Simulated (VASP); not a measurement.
**Ti6O: vacancies and antisites compared**

Aim: formation energies of the vacancies and antisites of Ti6O, in the two limits of its composition. The start is a cell from a database of measured crystal structures.

Calculated with VASP 6.6.1; PBEsol, no spin polarisation; plane waves and PAW (Ti, O), in the first sound run; inputs show where later runs differ.

This is a report of a sequence of runs, with most program output left out.

### 1. The host crystal

Symmetry: P-31m, No. 162, trigonal system. Conventional cell: a = 5.130 Å, b = 5.130 Å, c = 4.740 Å, α = 90.00°, β = 90.00°, γ = 120.00°. Nearest to Ti lie 1 O at 2.08 Å. Nearest to O lie 6 Ti at 2.08 Å. Farther neighbours and most contacts between anions are not listed.

### 2. The host at zero pressure

The later steps need the crystal at this functional's own lattice; a raised cutoff keeps the stress reliable while the cell changes.

The input, INCAR:

```
SYSTEM = Ti6O
PREC = Accurate
ENCUT = 520
EDIFF = 1E-06
NELM = 120
ISMEAR = 0
SIGMA = 0.05
LREAL = .FALSE.
ALGO = Normal
GGA = PS
NBANDS = 22
LASPH = .TRUE.
LORBIT = 11
LWAVE = .FALSE.
LCHARG = .FALSE.
KPAR = 8
IBRION = 2
NSW = 40
ISIF = 3
EDIFFG = -0.02
POTIM = 0.4
```

The input, POSCAR:

```
Ti6O
1.0
    5.1300000000      0.0000000000      0.0000000000
   -2.5650000000      4.4427103214      0.0000000000
    0.0000000000      0.0000000000      4.7400000000
Ti O
6 1
Direct
    0.3330000000      0.3330000000      0.7500000000
    0.6670000000      0.0000000000      0.7500000000
    0.0000000000      0.6670000000      0.7500000000
    0.6670000000      0.6670000000      0.2500000000
    0.0000000000      0.3330000000      0.2500000000
    0.3330000000      0.0000000000      0.2500000000
    0.0000000000      0.0000000000      0.0000000000
```

The input, KPOINTS:

```
Automatic mesh
0
Gamma
4 4 4
0 0 0
```

Potentials, in the order of the species: Ti and O (PBE family, release 64).

Launch:

```console
> mpirun -np 8 vasp_std
```

Run time: 58 s. Hardware: 8 MPI ranks of AMD EPYC 7R43, shared host; peak memory 1.9 GiB.

This run has no spin polarisation, so a moment on Ti, if there is one, isn't seen. The k-mesh is coarse for a metal. The PAW data sets were made with PBE, which is usual practice but a small mismatch for other functionals. The data set Ti keeps the semicore shell frozen, which is cheaper and a little less accurate. The run keeps the 12 symmetry operations of its start, so it cannot find a distortion of lower symmetry.

Relaxation path:

```csv
step,energy less that of the first step (eV),largest force (eV/Å),pressure (GPa),volume (Å³)
1,0.0000,0.4727,-6.15,108.03
2,-0.1062,0.5255,4.25,100.79
3,-0.1254,0.4950,1.07,102.73
4,-0.1663,0.1865,0.68,102.58
5,-0.1715,0.1414,0.58,102.50
6,-0.1767,0.0654,-0.21,103.14
7,-0.1770,0.0400,-0.48,103.35
8,-0.1775,0.0476,0.25,102.95
9,-0.1778,0.0192,-0.02,103.10
```

```csv
"conventional cell, symmetrised",before,after,change
a (Å),5.130,5.038,-1.8 %
b (Å),5.130,5.038,-1.8 %
c (Å),4.740,4.690,-1.1 %
volume (Å³/atom),15.43,14.73,-4.6 %
```

The atoms that moved most (Å, as changes of fractional coordinates times the final cell):

```csv
atom,dx,dy,dz,length
Ti1,-0.003,-0.005,-0.048,0.049
Ti5,0.003,-0.005,0.048,0.049
Ti4,0.003,0.005,0.048,0.049
Ti3,-0.003,0.005,-0.048,0.049
Ti6,-0.006,0.000,0.048,0.049
Ti2,0.006,0.000,-0.048,0.049
```

Final coordinates:

```cif
data_structure
_symmetry_space_group_name_H-M 'P 1'
_symmetry_Int_Tables_number 1
_cell_length_a 5.0382
_cell_length_b 5.0382
_cell_length_c 4.6901
_cell_angle_alpha 90.000
_cell_angle_beta 90.000
_cell_angle_gamma 120.000
_cell_volume 103.10
loop_
_atom_site_label
_atom_site_type_symbol
_atom_site_fract_x
_atom_site_fract_y
_atom_site_fract_z
_atom_site_occupancy
Ti1 Ti 0.33185 0.33185 0.73968 1
Ti2 Ti 0.66815 0.00000 0.73968 1
Ti3 Ti 0.00000 0.66815 0.73968 1
Ti4 Ti 0.66815 0.66815 0.26032 1
Ti5 Ti 0.00000 0.33185 0.26032 1
Ti6 Ti 0.33185 0.00000 0.26032 1
O7 O 0.00000 0.00000 0.00000 1
```

This step gave:

| Property | Result |
| --- | --- |
| electronic cycles | 69 |
| electrons | 30 |
| free energy (TOTEN) | -60.8628 eV |
| energy at zero smearing | -60.8602 eV |
| Fermi energy | 3.544 eV |
| labelled metallic, from the levels on this mesh | yes |

The run ended after 9 ionic steps, 0.178 eV below its first step, once forces and stress met EDIFFG = -0.02.

### 3. The supercell without the defect

System of this step: Ti6O. The cell holds 42 atoms: 36 Ti and 6 O. Cell: a = 6.883 Å, b = 6.883 Å, c = 15.115 Å, α = 68.5°, β = 68.5°, γ = 78.7°. It derives from Ti6O.

The same cell, mesh and cutoff without the defect give the energy to subtract and, in a gapped host, the band edges to count from, so that most errors cancel.

The input, INCAR:

```
SYSTEM = Ti6O
PREC = Normal
ENCUT = 400
EDIFF = 1E-05
NELM = 120
ISMEAR = 1
SIGMA = 0.2
LREAL = Auto
ALGO = Fast
GGA = PS
LASPH = .TRUE.
LORBIT = 11
LWAVE = .FALSE.
LCHARG = .FALSE.
KPAR = 4
NCORE = 2
```

The input, POSCAR:

```
Ti6O
1.0
   -2.5191074978      4.3632221759      4.6901331782
    5.0382149956      0.0000000000      4.6901331782
    7.5573224934     13.0896665277      0.0000000000
Ti O
36 6
Direct
    0.3698379253      0.3698379252      0.9873385916
    0.3698379252      0.3698379252      0.3206719250
    0.8698379252      0.8698379252      0.1540052583
    0.3698379252      0.3698379252      0.6540052583
    0.8698379252      0.8698379252      0.4873385916
    0.8698379253      0.8698379252      0.8206719250
    0.0357647754      0.7039110752      0.9880784082
    0.0357647754      0.7039110752      0.3214117415
    0.5357647753      0.2039110752      0.1547450749
    0.0357647754      0.7039110751      0.6547450749
    0.5357647753      0.2039110752      0.4880784082
    0.5357647754      0.2039110751      0.8214117416
    0.7039110751      0.0357647754      0.9880784082
    0.7039110752      0.0357647754      0.3214117415
    0.2039110752      0.5357647754      0.1547450749
    0.7039110752      0.0357647753      0.6547450749
    0.2039110752      0.5357647754      0.4880784082
    0.2039110752      0.5357647753      0.8214117415
    0.1301620747      0.1301620748      0.1793280750
    0.1301620748      0.1301620747      0.5126614084
    0.6301620747      0.6301620748      0.3459947417
    0.1301620748      0.1301620747      0.8459947417
    0.6301620748      0.6301620748      0.6793280750
    0.6301620747      0.6301620748      0.0126614083
    0.2960889249      0.9642352246      0.0119215918
    0.2960889249      0.9642352246      0.3452549251
    0.7960889248      0.4642352246      0.1785882584
    0.2960889249      0.9642352246      0.6785882584
    0.7960889248      0.4642352247      0.5119215918
    0.7960889249      0.4642352246      0.8452549251
    0.9642352246      0.2960889249      0.0119215918
    0.9642352247      0.2960889248      0.3452549251
    0.4642352246      0.7960889248      0.1785882584
    0.9642352247      0.2960889249      0.6785882584
    0.4642352246      0.7960889248      0.5119215918
    0.4642352246      0.7960889248      0.8452549251
    0.0000000000      0.0000000000      0.0000000000
    0.0000000000      0.0000000000      0.3333333333
    0.5000000000      0.5000000000      0.1666666667
    0.0000000000      0.0000000000      0.6666666667
    0.5000000000      0.5000000000      0.5000000000
    0.5000000000      0.5000000000      0.8333333333
```

The input, KPOINTS:

```
Automatic mesh
0
Gamma
4 4 2
0 0 0
```

Launch:

```console
> mpirun -np 8 vasp_std
```

The job ended after 2.6 min (8 MPI ranks; peak memory 2.8 GiB).

Numbers from this step:

```yaml
electronic_cycles: 25
electrons: 180
free_energy_toten: -365.2304 eV
energy_at_zero_smearing: -365.2599 eV
fermi_energy: 3.533 eV
```

Force (size) by element, in eV/Å:

```csv
element,atoms,mean,spread (r.m.s.),least,largest
Ti,36,0.115,0.001,0.114,0.116
O,6,0.000,0.000,0.000,0.000
```

The atoms with the largest values:

```csv
atom,"x, y, z (Å)",force (eV/Å)
Ti1,"8.39, 14.54, 3.47","0.034, 0.059, -0.094"
Ti2,"3.36, 5.81, 3.47","0.034, 0.059, -0.094"
Ti3,"3.36, 5.81, 8.16","0.034, 0.059, -0.094"
Ti4,"5.87, 10.17, 3.47","0.034, 0.059, -0.094"
Ti5,"5.87, 10.17, 8.16","0.034, 0.059, -0.094"
Ti6,"8.39, 14.54, 8.16","0.034, 0.059, -0.094"
Ti19,"1.68, 2.92, 1.22","-0.034, -0.059, 0.094"
Ti20,"4.20, 7.28, 1.22","-0.034, -0.059, 0.094"
```

At this mesh and cutoff the unrelaxed perfect cell keeps forces of up to 0.12 eV/Å, which the defect cells can relax away, so the formation energies come out somewhat too low.

The host is treated as a metal, as its relaxation found a gap under 0.3 eV or none, and only the neutral defect is run.

### 4. Relaxing the atoms

This step: PBEsol, spin-polarised, with small moments to start from; plane waves and PAW (O) (VASP 6.6.1).

System of this step: O2. The cell holds 2 atoms: 2 O. Cell: a = 11.000 Å, b = 11.500 Å, c = 14.000 Å, α = 90.0°, β = 90.0°, γ = 90.0°. Vacuum lies along a, b and c.

The reference for O is the O2 molecule, relaxed in a box at the cutoff of the large cell.

The input, INCAR:

```
SYSTEM = O
PREC = Normal
ENCUT = 400
EDIFF = 1E-05
NELM = 120
ISMEAR = 0
SIGMA = 0.01
LREAL = Auto
ALGO = Fast
GGA = PS
NBANDS = 15
ISPIN = 2
MAGMOM = 1 1
LORBIT = 11
LWAVE = .FALSE.
LCHARG = .FALSE.
NCORE = 8
IBRION = 2
NSW = 20
ISIF = 2
EDIFFG = -0.03
POTIM = 0.4
MAXMIX = 40
ISYM = 0
```

The input, POSCAR:

```
O
1.0
   11.0000000000      0.0000000000      0.0000000000
    0.0000000000     11.5000000000      0.0000000000
    0.0000000000      0.0000000000     14.0000000000
O
2
Direct
    0.5000000000      0.5000000000      0.4567857100
    0.5000000000      0.5000000000      0.5432142900
```

The input, KPOINTS:

```
Automatic mesh
0
Gamma
1 1 1
0 0 0
```

The projector-augmented-wave data sets are O (PBE family, release 64).

Launch:

```console
> mpirun -np 8 vasp_gam
```

Run time: 15 s. Hardware: 8 MPI ranks; peak memory 1.3 GiB; 2 min of CPU time.

Step by step:

```csv
step,energy less that of the first step (eV),largest force (eV/Å)
1,0.0000,1.4710
2,0.2601,5.1245
3,-0.0131,0.0479
4,-0.0131,0.0128
```

Final coordinates:

```
O
1.0
    11.00000    0.00000    0.00000
     0.00000   11.50000    0.00000
     0.00000    0.00000   14.00000
O
2
Direct
  0.50000 0.50000 0.45614
  0.50000 0.50000 0.54386
```

This step gave:

* electronic cycles: 47
* electrons: 12
* free energy (TOTEN): -10.25 eV
* moment of the cell, from the last line of the log: 2 μB
* gap between the highest filled and lowest empty level: 2.231 eV

Spin moment in the PAW sphere by atom:

```csv
atom,spin moment in the PAW sphere (μB)
O1,0.813
O2,0.813
```

The run ended after 4 ionic steps, 0.013 eV below its first step, once the forces on the free atoms met EDIFFG = -0.03.

Energy at zero smearing: -10.25299 eV.

### 5. Reference Ti

This step: PBEsol; plane waves and PAW (Ti) (VASP 6.6.1).

System of this step: Ti. The structure is hexagonal, space group P6_3/mmc (No. 194). Conventional cell: a = 2.950 Å, b = 2.950 Å, c = 4.685 Å, α = 90.00°, β = 90.00°, γ = 120.00°. Nearest to Ti lie 12 Ti at 2.90 to 2.95 Å.

The reference for Ti is its crystal, relaxed at the cutoff of the large cell.

The input, INCAR:

```
SYSTEM = Ti
PREC = Normal
ENCUT = 400
EDIFF = 1E-05
NELM = 120
ISMEAR = 1
SIGMA = 0.1
LREAL = Auto
ALGO = Fast
GGA = PS
NBANDS = 10
LASPH = .TRUE.
LORBIT = 11
LWAVE = .FALSE.
LCHARG = .FALSE.
KPAR = 8
IBRION = 2
NSW = 25
ISIF = 3
EDIFFG = -0.02
POTIM = 0.4
```

The input, POSCAR:

```
Ti
1.0
    2.9500000000      0.0000000000      0.0000000000
   -1.4750000000      2.5547749412      0.0000000000
    0.0000000000      0.0000000000      4.6846000000
Ti
2
Direct
    0.0000000000      0.0000000000      0.0000000000
    0.3333333333      0.6666666667      0.5000000000
```

The input, KPOINTS:

```
Automatic mesh
0
Gamma
10 10 6
0 0 0
```

PAW data sets: Ti (PBE family, release 64).

Launch:

```console
> mpirun -np 8 vasp_std
```

Run time: 7.4 s. Hardware: 8 MPI ranks; peak memory 0.75 GiB; 53 s of CPU time.

The run keeps the 24 symmetry operations of its start, so it cannot find a distortion of lower symmetry.

Relaxation path:

```csv
step,energy less that of the first step (eV),largest force (eV/Å),pressure (GPa),volume (Å³)
1,0.0000,0.0000,-7.27,35.31
2,-0.0424,0.0000,3.76,32.13
3,-0.0531,0.0000,0.04,33.07
4,-0.0530,0.0000,-0.09,33.11
5,-0.0533,0.0000,-0.06,33.11
6,-0.0536,0.0000,-0.02,33.10
```

```csv
"conventional cell, symmetrised",before,after,change
a (Å),2.950,2.897,-1.8 %
b (Å),2.950,2.897,-1.8 %
c (Å),4.685,4.553,-2.8 %
volume (Å³/atom),17.65,16.55,-6.2 %
```

The relaxed structure:

```xyz
2
Lattice="2.8974 0.0000 0.0000 -1.4487 2.5092 0.0000 0.0000 0.0000 4.5531" Properties=species:S:1:pos:R:3 pbc="T T T"
Ti    0.0000    0.0000    0.0000
Ti    0.0000    1.6728    2.2765
```

Numbers from this step:

```
electronic cycles       : 36
electrons               : 8
free energy (TOTEN)     : -16.56 eV
energy at zero smearing : -16.56 eV
Fermi energy            : 3.222 eV
```

The run ended after 6 ionic steps, 0.054 eV below its first step, once forces and stress met EDIFFG = -0.02.

Energy at zero smearing: -16.56422 eV.

### 6. Relaxing the defect, 41 atoms, defect Ti vacancy

This step: PBEsol, no spin polarisation; plane waves and PAW (Ti, O) (VASP 6.6.1).

System of this step: Ti35O6. The cell holds 41 atoms: 35 Ti and 6 O. Its edges and angles: a = 6.883 Å, b = 6.883 Å, c = 15.115 Å, α = 68.5°, β = 68.5°, γ = 78.7°. It derives from Ti6O. Nearest the centre at fractional (0.370, 0.370, 0.987): O41 at 2.07 Å, Ti24 at 2.80 Å, Ti30 at 2.80 Å, Ti18 at 2.82 Å, Ti11 at 2.90 Å, Ti17 at 2.90 Å, Ti8 at 2.92 Å, Ti14 at 2.92 Å.

The host is treated as a metal, since its gap is under 0.3 eV or closed. The run keeps 2 symmetry operations, which cuts the number of k-points but bars distortions that break them. The atoms relax at the host's fixed cell.

The input, INCAR:

```
SYSTEM = Ti35O6
PREC = Normal
ENCUT = 400
EDIFF = 1E-05
NELM = 120
ISMEAR = 1
SIGMA = 0.2
LREAL = Auto
ALGO = Fast
GGA = PS
LASPH = .TRUE.
LORBIT = 11
LWAVE = .FALSE.
LCHARG = .TRUE.
KPAR = 4
NCORE = 2
IBRION = 2
NSW = 50
ISIF = 2
EDIFFG = -0.03
POTIM = 0.4
MAXMIX = 40
ISYM = 2
```

The input, POSCAR:

```
Ti35O6
1.0
   -2.5191074978      4.3632221759      4.6901331782
    5.0382149956      0.0000000000      4.6901331782
    7.5573224934     13.0896665277      0.0000000000
Ti O
35 6
Direct
    0.3698379300      0.3698379300      0.3206719300
    0.8698379300      0.8698379300      0.1540052600
    0.3698379300      0.3698379300      0.6540052600
    0.8698379300      0.8698379300      0.4873385900
    0.8698379300      0.8698379300      0.8206719200
    0.0357647800      0.7039110800      0.9880784100
    0.0357647800      0.7039110800      0.3214117400
    0.5357647800      0.2039110800      0.1547450700
    0.0357647800      0.7039110800      0.6547450700
    0.5357647800      0.2039110800      0.4880784100
    0.5357647800      0.2039110800      0.8214117400
    0.7039110800      0.0357647800      0.9880784100
    0.7039110800      0.0357647800      0.3214117400
    0.2039110800      0.5357647800      0.1547450700
    0.7039110800      0.0357647800      0.6547450700
    0.2039110800      0.5357647800      0.4880784100
    0.2039110800      0.5357647800      0.8214117400
    0.1301620700      0.1301620700      0.1793280800
    0.1301620700      0.1301620700      0.5126614100
    0.6301620700      0.6301620700      0.3459947400
    0.1301620700      0.1301620700      0.8459947400
    0.6301620700      0.6301620700      0.6793280800
    0.6301620700      0.6301620700      0.0126614100
    0.2960889200      0.9642352200      0.0119215900
    0.2960889200      0.9642352200      0.3452549300
    0.7960889200      0.4642352200      0.1785882600
    0.2960889200      0.9642352200      0.6785882600
    0.7960889200      0.4642352200      0.5119215900
    0.7960889200      0.4642352200      0.8452549300
    0.9642352200      0.2960889200      0.0119215900
    0.9642352200      0.2960889200      0.3452549300
    0.4642352200      0.7960889200      0.1785882600
    0.9642352200      0.2960889200      0.6785882600
    0.4642352200      0.7960889200      0.5119215900
    0.4642352200      0.7960889200      0.8452549300
    0.0000000000      0.0000000000      0.0000000000
    0.0000000000      0.0000000000      0.3333333300
    0.5000000000      0.5000000000      0.1666666700
    0.0000000000      0.0000000000      0.6666666700
    0.5000000000      0.5000000000      0.5000000000
    0.5000000000      0.5000000000      0.8333333300
```

The input, KPOINTS:

```
Automatic mesh
0
Gamma
4 4 2
0 0 0
```

PAW data sets: Ti and O (PBE family, release 64).

Launch:

```console
> mpirun -np 8 vasp_std
```

It took 16 min on 8 MPI ranks; peak memory 3 GiB.

The run keeps the 2 symmetry operations of its start, so it cannot find a distortion of lower symmetry.

Step by step:

```csv
step,energy less that of the first step (eV),largest force (eV/Å)
1,0.0000,0.5629
2,-0.0893,0.3280
3,-0.1214,0.2901
4,-0.1514,0.1822
5,-0.1622,0.1691
6,-0.1708,0.0713
7,-0.1729,0.0893
8,-0.1729,0.1023
9,-0.1755,0.0366
10,-0.1756,0.0520
11,-0.1763,0.0265
```

The atoms that moved most (Å):

```csv
atom,dx,dy,dz,length
O38,-0.038,-0.066,-0.023,0.080
O41,-0.026,-0.044,0.053,0.074
Ti6,0.029,0.052,-0.020,0.063
Ti12,0.031,0.052,-0.020,0.063
Ti2,0.016,0.028,0.054,0.063
Ti14,0.029,-0.047,-0.010,0.056
Ti8,-0.055,0.002,-0.010,0.056
Ti17,-0.009,0.048,-0.020,0.052
```

This step gave:

| Item | Value |
| --- | --- |
| electronic cycles | 98 |
| electrons | 176 |
| free energy (TOTEN) | -354.1702 eV |
| energy at zero smearing | -354.1866 eV |
| Fermi energy | 3.337 eV |

Valence density in the ab plane at fractional z = 0.987, through the centre, with atoms of Ti and O within 0.45 Å of it. It is the smooth field of the valence electrons, not physical close to the nuclei.

Ten steps, logarithmic in the rise over the least value, from '_' (0.0 e/Å³) to '@' (7.0 e/Å³), each cell a mean:
```
@@%%++----==++==--::::::--====----++##
**++==::::--==--::::::::::----::::--++
------::::::--::::::::::::::::::::::--
==----::::::::::::::::::::::::::::::--
++++==::::::::::::::::--------::::--==
++++==--::::::::::::--==++==--::::--==
==++==::..........::--==++++--::::::--
----::..............::--====--::::::::
::::......________....::----::::::::::
::::....____________....::::::::::::::
::::....______________....::::::::::--
==--::..______________....::::::::--==
++==::....____________....::::::--==++
++==::....____________....::::::::--==
==--::::......______......::::::::::--
----::::::..............::--::::::::--
++==--::::::::::......::======----==++
%%##==----====--::::::--++++++----++%%
@@%%++--==++++==::::::--==++++==--**@@
```
Columns run along a (6.9 Å), rows up along b (6.9 Å). Atoms in or near the plane, at fractional coordinates: Ti at (0.03, 0.70), Ti at (0.70, 0.03), Ti at (0.64, 0.64), Ti at (0.29, 0.97), Ti at (0.97, 0.29), O at (0.00, 0.00).

The run ended after 11 ionic steps, 0.176 eV below its first step, once the forces on the free atoms met EDIFFG = -0.03.

The 1 first neighbours (O) lie 2.07 Å from the site in the perfect crystal and 2.14 Å on average after the relaxation (+3.5 %).

### 7. This defect's formation energies, 41 atoms, defect vacancy, element Ti

This step: point defect, PBEsol; plane waves and PAW (VASP 6.6.1).

Derived from the runs above.

Numbers from this step:

```yaml
formation_energy_of_the_neutral_defect: 2.791 eV
host_formation_enthalpy: -0.8654 eV/atom
```

Formation energy:

```csv
formation energy (eV),largest move (Å)
2.791,0.07962
```

E_f is E(defect cell) less E(perfect cell), corrected for the atoms exchanged with their references.

References, in eV an atom: O -5.126 (O2 molecule) and Ti -8.282 (crystal P6_3/mmc). They were run at the supercell's cutoff and functional, without U, and count both elements from their own phases.

The formation energy is 2.791 eV, and the largest move of an atom 0.08 Å.

[end of part 1 of 3]

[Lines on the potential files, build, host, timing and source positions are cut from VASP's logs without a mark.]

[Logs are printed without paths, hosts, clocks, repeated set-up lines and the standing remarks that a program may print on its own settings, such as how far it seeks lower states.]

[Hosts, paths, dates, database ids (printed as entryN), source tags and the programs' standing remarks are cut or masked in the printed files.]

[In band tables of VASP the shares of atoms and orbitals are scaled to a sum of 1 inside the atoms' spheres.]

[Runs that stopped without an error message from VASP are left out.]
